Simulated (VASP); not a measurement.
OSZICAR of a VASP run on HoBr3 (space group Pm-3m):

File OSZICAR:
```
       N       E                     dE             d eps       ncg     rms          rms(c)
DAV:   1     0.368332715476E+03    0.36833E+03   -0.12293E+04  2305   0.202E+03
DAV:   2     0.532060286530E+02   -0.31513E+03   -0.30076E+03  2948   0.403E+02
DAV:   3    -0.118106865070E+02   -0.65017E+02   -0.63423E+02  2593   0.143E+02
DAV:   4    -0.169964378660E+02   -0.51858E+01   -0.51334E+01  3057   0.404E+01
DAV:   5    -0.175153464748E+02   -0.51891E+00   -0.51011E+00  3954   0.130E+01    0.350E+01
DAV:   6    -0.194487081539E+02   -0.19334E+01   -0.76228E+00  2811   0.727E+01    0.571E+01
DAV:   7    -0.185060091473E+02    0.94270E+00   -0.79785E+01  2370   0.116E+02    0.212E+01
DAV:   8    -0.180301105699E+02    0.47590E+00   -0.25236E+00  3032   0.298E+01    0.122E+01
DAV:   9    -0.183149242466E+02   -0.28481E+00   -0.56634E-01  3524   0.142E+01    0.553E+00
DAV:  10    -0.182542930902E+02    0.60631E-01   -0.11905E-01  3401   0.136E+01    0.382E+00
DAV:  11    -0.181261960992E+02    0.12810E+00   -0.17443E-01  2789   0.243E+01    0.237E+00
DAV:  12    -0.181211194600E+02    0.50766E-02   -0.13387E-01  3898   0.519E+00    0.345E+00
DAV:  13    -0.181240135670E+02   -0.28941E-02   -0.33462E-02  3124   0.955E-01    0.395E+00
DAV:  14    -0.181137353434E+02    0.10278E-01   -0.64774E-03  2913   0.401E+00    0.485E+00
DAV:  15    -0.181131904970E+02    0.54485E-03   -0.40374E-03  3486   0.633E-01    0.630E+00
DAV:  16    -0.181130253440E+02    0.16515E-03   -0.20166E-03  3495   0.599E-01    0.819E+00
DAV:  17    -0.181103035455E+02    0.27218E-02   -0.40441E-03  2631   0.224E+00    0.509E+00
DAV:  18    -0.181101423108E+02    0.16123E-03   -0.14860E-02  2542   0.445E+00    0.147E+00
DAV:  19    -0.181097413324E+02    0.40098E-03   -0.39295E-03  3250   0.108E+00    0.111E+00
DAV:  20    -0.181099308892E+02   -0.18956E-03   -0.95865E-04  3564   0.334E-01    0.976E-01
DAV:  21    -0.181097099949E+02    0.22089E-03   -0.22846E-04  3058   0.476E-01    0.679E-01
DAV:  22    -0.181097017217E+02    0.82731E-05   -0.40865E-04  2373   0.574E-01    0.713E-01
DAV:  23    -0.181097571046E+02   -0.55383E-04   -0.36051E-04  2885   0.721E-01    0.654E-01
DAV:  24    -0.181097108317E+02    0.46273E-04   -0.12768E-04  3272   0.225E-01    0.471E-01
DAV:  25    -0.181096634910E+02    0.47341E-04   -0.65882E-05  2747   0.235E-01    0.349E-01
DAV:  26    -0.181096489021E+02    0.14589E-04   -0.40879E-05  3408   0.621E-02    0.187E-01
DAV:  27    -0.181096418280E+02    0.70741E-05   -0.14766E-05  2852   0.144E-01    0.128E-01
DAV:  28    -0.181096378923E+02    0.39357E-05   -0.14100E-05  3320   0.562E-02    0.671E-02
DAV:  29    -0.181096365640E+02    0.13283E-05   -0.80973E-06  2870   0.490E-02    0.654E-02
DAV:  30    -0.181096372063E+02   -0.64228E-06   -0.36316E-06  2087   0.343E-02
   1 F= -.18109637E+02 E0= -.18109628E+02  d E =-.175175E-04  mag=     3.9999
```

**Question.** Which electronic solver shows in the log?

**Answer.** It is blocked Davidson (ALGO = Normal, or the opening steps of other solvers). The INCAR had ALGO = Normal.

**Question.** How was spin treated?

**Answer.** Collinear spin (ISPIN = 2): the summary line carries one mag value, 4.00 μB in the cell.

**Question.** Can the final energy be trusted as converged?

**Answer.** The calculation finished and met its thresholds. It stopped with EDIFF = 1E-6, NELM = 100 (PBE GGA, plane waves, VASP's PBE PAW potentials (set 64)).   The moments were started parallel, and other spin orders were not tried in this run.

The structure was generated: HoBr3 was put into an ordered model structure, which need not be its known phase. The cell was not relaxed at this level. The run is one of a series of settings (KPOINTS 6×6×6 Γ-centred mesh against the base run), some of them coarse on purpose.
